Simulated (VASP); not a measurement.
Set up this calculation in VASP 6.6.1, as the native input.

* Task: relaxation of cell and atoms
* Functional: PBE
* Potentials or basis: VASP PAW PBE potentials, release 64 (Hf_pv, In_d, Si, O)
* Cutoff: 600 eV
* k mesh: 6 × 6 × 4
* Occupations: fermi-dirac, width 0.05 eV
* Spin: no spin polarisation
* Further INCAR settings: ALGO = Normal; EDIFF = 1e-06; IBRION = 2; EDIFFG = -0.01; NSW = 40; ISIF = 3

The structure of HfIn4SiO6 lies in POSCAR:

```
HfIn4SiO6
1.0
    2.7160300000     -4.7033200000      0.0044800000
    2.7160300000      4.7033200000      0.0044800000
   -1.8630900000      0.0000000000      7.4041500000
Hf In Si O
1 4 1 6
Direct
    0.2048000000      0.7952000000      0.0000000000
    0.3713900000      0.6286100000      0.5000000000
    0.5381200000      0.4618800000      0.0000000000
    0.0350000000      0.9650000000      0.5000000000
    0.7090700000      0.2909300000      0.5000000000
    0.8714600000      0.1285400000      0.0000000000
    0.1074100000      0.0691800000      0.8666700000
    0.9308200000      0.8925900000      0.1333300000
    0.8397500000      0.3782000000      0.8666900000
    0.6218000000      0.1602500000      0.1333100000
    0.1981300000      0.4689100000      0.1333800000
    0.5310900000      0.8018700000      0.8666200000
```

The cell was built by a generator and needn't be a form met in nature.

These files were run (other wordings do the same):

INCAR

```
SYSTEM = HfIn4SiO6
ALGO = Normal
EDIFF = 1E-6
EDIFFG = -0.01
ENCUT = 600
GGA = PE
IBRION = 2
ISIF = 3
ISMEAR = -1
KPAR = 4
LASPH = .True.
LCHARG = .False.
LREAL = .False.
LWAVE = .False.
NELM = 100
NSW = 40
PREC = Accurate
SIGMA = 0.05
```

KPOINTS

```
k-points
0
Gamma
  6 6 4
  0 0 0
```

Potentials or basis: VASP PAW PBE potentials, release 64 (Hf_pv, In_d, Si, O).

Launch:

```bash
$ cat potpaw_PBE.64/Hf_pv/POTCAR potpaw_PBE.64/In_d/POTCAR potpaw_PBE.64/Si/POTCAR potpaw_PBE.64/O/POTCAR > POTCAR
$ mpirun -np 4 vasp_std > vasp.out
```

It gave:

```
Relaxed volume                         : 15.69 Å³/atom
Relaxed cell                           : a = 5.426 Å, b = 5.426 Å, c = 7.608 Å, α = 96.99°, β = 96.99°, γ = 119.95°
Space group after relaxing (to 0.05 Å) : C2 (No. 5)
Energy gained by relaxing              : 0.3 meV/atom
Ionic steps                            : 7
Pressure after relaxing                : 0.0 GPa
Largest force after relaxing           : 0.009 eV/Å
Band gap on the k mesh                 : none (metal or under the smearing width)
```

Wall time 17 min on 4 MPI ranks on Intel(R) Xeon(R) Platinum 8175M CPU @ 2.50GHz (Skylake/Cascade Lake) (shared host), peak memory 0.81 GiB a rank.
